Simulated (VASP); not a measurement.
An input for Quantum ESPRESSO's pw.x (written as the equivalent of a VASP run, and not itself run):

```
&CONTROL
  calculation = 'vc-relax'
  pseudo_dir = './pseudo'
  outdir = './out'
  tprnfor = .true.
  tstress = .true.
  nstep = 60
  forc_conv_thr = 0.00039
/
&SYSTEM
  ibrav = 0
  nat = 2
  ntyp = 2
  ecutwfc = 102
  occupations = 'smearing'
  smearing = 'methfessel-paxton'
  degauss = 0.00735
  input_dft = 'vdw-df-obk8'
/
&ELECTRONS
  conv_thr = 7.3e-08
  electron_maxstep = 100
/
&IONS
/
&CELL
/
ATOMIC_SPECIES
  Cd 112.414 Cd.upf
  O 15.999 O.upf
CELL_PARAMETERS angstrom
     0.0000000    2.3796502    2.3796502
     2.3796502    0.0000000    2.3796502
     2.3796502    2.3796502   -0.0000000
ATOMIC_POSITIONS crystal
  Cd   0.0000000  0.0000000  0.0000000
  O    0.5000000  0.5000000  0.5000000
K_POINTS automatic
  12 12 12 0 0 0
```

Problem. Write the VASP files for the same calculation (optB88-vdW).

Solution. This is not unique; one that fits is 
File KPOINTS:
```
kpoints
0
G
 12 12 12
0 0 0
```

**INCAR**
```
! general
SYSTEM  =CdO
PREC    =Accurate
ENCUT   =520
LREAL   =F
LASPH   =T   ! aspherical one-centre terms

! electronic loop
EDIFF   =1E-6   ! SCF stop (eV)
NELM    =100
ALGO    =Normal
LMAXMIX =4

! smearing
ISMEAR  =1   ! Methfessel-Paxton
SIGMA   =0.1   ! width (eV)

! functional
GGA     =BO
LUSE_VDW=T
AGGAC   =0.0
PARAM1  =0.1833333333
PARAM2  =0.22

! ions
IBRION  =2   ! conjugate gradients
NSW     =60   ! most ionic steps
ISIF    =3
EDIFFG  =-0.01

! output
LWAVE   =F
LCHARG  =F
```

### POSCAR
```
CdO
1
    0.0000000000     2.3796501800     2.3796501800
    2.3796501800     0.0000000000     2.3796501800
    2.3796501800     2.3796501800    -0.0000000000
Cd O
1 1
Direct
  0.0000000000   0.0000000000   0.0000000000
  0.5000000000   0.5000000000   0.5000000000
```

POTCAR, in this order: Cd O (PBE.64 set). Program: vasp_std.

The two are equivalent in intent, not identical: the potentials are each code's own (VASP's PAW set, PseudoDojo norm-conserving files in pw.x), so ENCUT and ecutwfc are chosen apart and not converted; conv_thr bounds pw.x's estimated SCF error, while EDIFF bounds the energy change between steps; forc_conv_thr acts on force components and is met together with etot_conv_thr.

The compound is CdO in the rock salt structure. It was relaxed first. The start is the result of an earlier pass.
